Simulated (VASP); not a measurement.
# Ca2ZrN2 (P-3m1) in VASP: single point with PBE

Aim: the single point of Ca2ZrN2 with PBE.

All numbers are computed with VASP 6.6.1; they aren't measurements. Logs are shortened: lines on timing, memory, paths and dates and some standing lists are left out, and cuts for length are marked.

## 1. The structure

Symmetry: P-3m1, No. 164, trigonal system. The conventional cell has a = 3.366 Å, b = 3.366 Å, c = 8.902 Å, α = 90.00°, β = 90.00°, γ = 120.00°. Around Ca (site symmetry 3m) lie 3 N at 2.43 Å. Zr (site symmetry -3m) is surrounded by 6 N at 2.31 Å. N (site symmetry 3m) has 3 Zr at 2.31 Å and 3 Ca at 2.43 Å as nearest neighbours.

The cell was built by a generator and needn't be a form met in nature.

## 2. Single point, PBE

INCAR

```
SYSTEM = Ca2ZrN2
PREC = Normal
ENCUT = 520
EDIFF = 1E-5
ISMEAR = 0
SIGMA = 0.15
LREAL = Auto
LASPH = .TRUE.
NELM = 80
ALGO = Fast
ISIF = 2
LWAVE = .FALSE.
LCHARG = .FALSE.
GGA = PE
NBANDS = 53
```

KPOINTS

```
Automatic mesh
0
G
  8 8 3
  0 0 0
```

POSCAR

```
Ca2ZrN2
1.0
    6.7329440000      0.0000000000      0.0000000000
   -1.6832360000      2.9154500000      0.0000000000
    0.0000000000      0.0000000000      8.9019300000
Ca Zr N
4 2 4
Direct
    0.1666665000      0.6666670000      0.3034230000
    0.6666665000      0.6666670000      0.3034230000
    0.3333335000      0.3333330000      0.6965770000
    0.8333335000      0.3333330000      0.6965770000
    0.0000000000      0.0000000000      0.0000000000
    0.5000000000      0.0000000000      0.0000000000
    0.3333335000      0.3333330000      0.1404930000
    0.8333335000      0.3333330000      0.1404930000
    0.1666665000      0.6666670000      0.8595070000
    0.6666665000      0.6666670000      0.8595070000
```

Potentials or basis: VASP PAW PBE potentials, release 64 (Ca_sv, Zr_sv, N).

Started as:

```bash
cat potpaw_PBE.64/Ca_sv/POTCAR potpaw_PBE.64/Zr_sv/POTCAR potpaw_PBE.64/N/POTCAR > POTCAR
mpirun -np 1 vasp_std > vasp.out
```

OUTCAR:

```text
SYSTEM = Ca2ZrN2
   PREC = Normal
   ENCUT = 520
   EDIFF = 1E-5
   ISMEAR = 0
   LREAL = Auto
   LASPH = .TRUE.
   NELM = 80
   ISIF = 2
   GGA = PE

 ion  position               nearest neighbor table
   1  0.167  0.667  0.303-   7 2.43   8 2.43   7 2.43   5 3.33   5 3.33   6 3.33
   2  0.667  0.667  0.303-   8 2.43   7 2.43   8 2.43   6 3.33   6 3.33   5 3.33
   3  0.333  0.333  0.697-   9 2.43  10 2.43   9 2.43   6 3.33   6 3.33   5 3.33
   4  0.833  0.333  0.697-  10 2.43   9 2.43  10 2.43   5 3.33   5 3.33   6 3.33
   5  0.000  0.000  0.000-   8 2.31   9 2.31   9 2.31   8 2.31  10 2.31   7 2.31   4 3.33   1 3.33
                             4 3.33   1 3.33   3 3.33   2 3.33   6 3.37   6 3.37   6 3.37   6 3.37
   6  0.500  0.000  0.000-   7 2.31  10 2.31  10 2.31   7 2.31   8 2.31   9 2.31   3 3.33   2 3.33
                             3 3.33   2 3.33   1 3.33   4 3.33   5 3.37   5 3.37   5 3.37   5 3.37
   7  0.333  0.333  0.140-   6 2.31   6 2.31   5 2.31   1 2.43   2 2.43   1 2.43
   8  0.833  0.333  0.140-   5 2.31   5 2.31   6 2.31   2 2.43   1 2.43   2 2.43
   9  0.167  0.667  0.860-   5 2.31   5 2.31   6 2.31   3 2.43   4 2.43   3 2.43
  10  0.667  0.667  0.860-   6 2.31   6 2.31   5 2.31   4 2.43   3 2.43   4 2.43

  Warning from LATTYP: Monoclinic adjustment (A1->A3, A2->A1, A3->A2)!
  LATTYP: Found a simple orthorhombic cell.
 ALAT       =     3.3664717635
 B/A-ratio  =     1.7320508887
 C/A-ratio  =     2.6442907071

  Lattice vectors:

 A1 = (   1.6832360000,  -2.9154500000,   0.0000000000)
 A2 = (   5.0497080000,   2.9154500000,   0.0000000000)
 A3 = (   0.0000000000,   0.0000000000,   8.9019300000)

Analysis of symmetry for initial positions (statically):
=====================================================================
 Subroutine PRICEL returns following result:

  LATTYP: Found a hexagonal cell.
 ALAT       =     3.3664720000
 C/A-ratio  =     2.6442905214

  Lattice vectors:

 A1 = (   3.3664720000,   0.0000000000,   0.0000000000)
 A2 = (  -1.6832360000,   2.9154500000,   0.0000000000)
 A3 = (   0.0000000000,   0.0000000000,   8.9019300000)

   2 primitive cells build up your supercell.

 Routine SETGRP: Setting up the symmetry group for a
 simple orthorhombic supercell.

 Subroutine GETGRP returns: Found  4 space group operations
 (whereof  4 operations were pure point group operations)
 out of a pool of  8 trial point group operations.

The static configuration has the point symmetry C_2h.

Analysis of symmetry for dynamics (positions and initial velocities):
[... 140 lines left out ...]
   NUPDOWN=      -1.0000    fix difference up-down
   EMIN   =  10.00;   EMAX   =-10.00  energy-range for DOS
   EFERMI =   0.00;   METHOD = LEGACY
   ISMEAR =     0;   SIGMA  =   0.15  broadening in eV -4-tet -1-fermi 0-gaus
   EFERMI_NEDOS =   21; number of points for ismear=-14 and -15
   IALGO  =     68    algorithm
   IMIX   =      4    mixing-type and parameters
     AMIX     =   0.40;   BMIX     =  1.00
     AMIX_MAG =   1.60;   BMIX_MAG =  1.00
  volume/ion in A,a.u.               =      17.47       117.92
  Fermi-wavevector in a.u.,A,eV,Ry     =   1.282438  2.423456 22.376779  1.644647
  Thomas-Fermi vector in A             =   2.414749
   LORBIT       =      0    0 simple, 1 ext, 2 COOP (PROOUT), +10 PAW based schemes
   GGA     = PE    functional components
   LHFCALC =     F    Hartree Fock is set to
   AEXX    =    0.0000 exact exchange contribution
   IVDW    =     0    specifies the selected vdW correction
   LEPSILON=     F    determine dielectric tensor
   LRPA    =     F    only Hartree local field effects (RPA)
 non-spin polarized calculation
 RMM-DIIS sequential band-by-band and
 Gauss-broadening in eV      SIGMA  =   0.15
  energy-cutoff  :      520.00
  volume of cell :      174.74
 maximum number of plane-waves:      4741
   NGX = 25   NGY = 13   NGZ = 33

 number of electron      83.9999987 magnetization

 Free energy of the ion-electron system (eV)
  ---------------------------------------------------
  ext. energy  EPLUGINS =         0.00000000
  ---------------------------------------------------
  free energy    TOTEN  =       -69.99956946 eV

  energy without entropy =      -69.96481831  energy(sigma->0) =      -69.98219389

 E-fermi :   5.9163     XC(G=0): -10.1972

 val. band max:        5.9146682040   @ k =   0.1250   0.1250   0.0000
 cond. band min:       5.9167066952   @ k =   0.3750   0.3750   0.3333
 fundamental gap:      0.0020384912
 Fermi energy:         5.9162643853

 k-point     1 :       0.0000    0.0000    0.0000
  band No.  band energies     occupation
      1     -43.4235      2.00000
      2     -43.3656      2.00000
      3     -34.8264      2.00000
      4     -34.8213      2.00000
      5     -34.7558      2.00000
      6     -34.7539      2.00000
[... 1333 lines left out ...]
     52       8.8456      0.00000
     53       9.4916      0.00000

 [... further k-points ...]

------------------------ aborting loop because EDIFF is reached ----------------------------------------

  FORCE on cell =-STRESS in cart. coord.  units (eV):
  Direction    XX          YY          ZZ          XY          YZ          ZX
  --------------------------------------------------------------------------------------
  -------------------------------------------------------------------------------------
  Total       -0.0569939      0.0338067     -0.1137189     -0.0786356     -0.0015619     -0.0027052
  in kB       -0.5225693      0.3099688     -1.0426736     -0.7209992     -0.0143206     -0.0248040
  external PRESSURE =      -0.4184247 kB  Pullay stress =       0.0000000 kB

 VOLUME and BASIS-vectors are now :
 -----------------------------------------------------------------------------
  energy-cutoff  :      520.00
  volume of cell :      174.74
      direct lattice vectors                 reciprocal lattice vectors
     6.732944000  0.000000000  0.000000000     0.148523439  0.085750056  0.000000000
    -1.683236000  2.915450000  0.000000000     0.000000000  0.343000223  0.000000000
     0.000000000  0.000000000  8.901930000     0.000000000  0.000000000  0.112335190

 POSITION                                       TOTAL-FORCE (eV/Angst)
 -----------------------------------------------------------------------------------
     -0.00000      1.94363      2.70105        -0.000077     -0.000044     -0.021429
      3.36647      1.94363      2.70105        -0.000077     -0.000044     -0.021429
      1.68324      0.97182      6.20088         0.000077      0.000044      0.021429
      5.04971      0.97182      6.20088         0.000077      0.000044      0.021429
      0.00000      0.00000      0.00000        -0.000000      0.000000      0.000000
      3.36647      0.00000      0.00000        -0.000000      0.000000      0.000000
      1.68324      0.97182      1.25066        -0.005934     -0.003426      0.003202
      5.04971      0.97182      1.25066        -0.005934     -0.003426      0.003202
     -0.00000      1.94363      7.65127         0.005934      0.003426     -0.003202
      3.36647      1.94363      7.65127         0.005934      0.003426     -0.003202
 -----------------------------------------------------------------------------------
    total drift:                                0.000000     -0.000000     -0.000000

  FREE ENERGIE OF THE ION-ELECTRON SYSTEM (eV)
  ---------------------------------------------------
  free  energy   TOTEN  =       -69.9995694611 eV

  energy  without entropy=      -69.9648183122  energy(sigma->0) =      -69.98219389
```

OSZICAR:

```text
N       E                     dE             d eps       ncg     rms          rms(c)
DAV:   1     0.953402731990E+03    0.95340E+03   -0.42895E+04  6890   0.159E+03
DAV:   2     0.684192484825E+01   -0.94656E+03   -0.91811E+03  8076   0.474E+02
DAV:   3    -0.795129079846E+02   -0.86355E+02   -0.85545E+02 10143   0.127E+02
[... 16 lines left out ...]
RMM:  20    -0.699995233895E+02   -0.26920E-04   -0.33712E-04  9531   0.441E-02    0.607E-02
RMM:  21    -0.699995466643E+02   -0.23275E-04   -0.22465E-04  8287   0.334E-02    0.654E-02
RMM:  22    -0.699995561985E+02   -0.95342E-05   -0.16622E-04  8127   0.309E-02    0.527E-02
RMM:  23    -0.699995626834E+02   -0.64849E-05   -0.13858E-04  8116   0.301E-02    0.360E-02
RMM:  24    -0.699995694611E+02   -0.67777E-05   -0.97368E-05  6804   0.265E-02
   1 F= -.69999569E+02 E0= -.69982194E+02  d E =-.347511E-01
```

Wall time 11 min (1 thread of Intel Xeon Platinum 8259CL at 2.50GHz (Skylake/Cascade Lake), shared host); peak memory 0.45 GiB.

What came out:

```
Free energy            : -69.9996 eV
Pressure               : 0.0 GPa
Largest force          : 0.021 eV/Å
Band gap on the k mesh : none (metal or under the smearing width)
```

Forces in eV/Å, atoms in the order of the input:
```
Ca   0.000  0.000 -0.021
Ca   0.000  0.000 -0.021
Ca   0.000  0.000  0.021
Ca   0.000  0.000  0.021
Zr   0.000  0.000  0.000
Zr   0.000  0.000  0.000
N   -0.006 -0.003  0.003
N   -0.006 -0.003  0.003
N    0.006  0.003 -0.003
N    0.006  0.003 -0.003
```
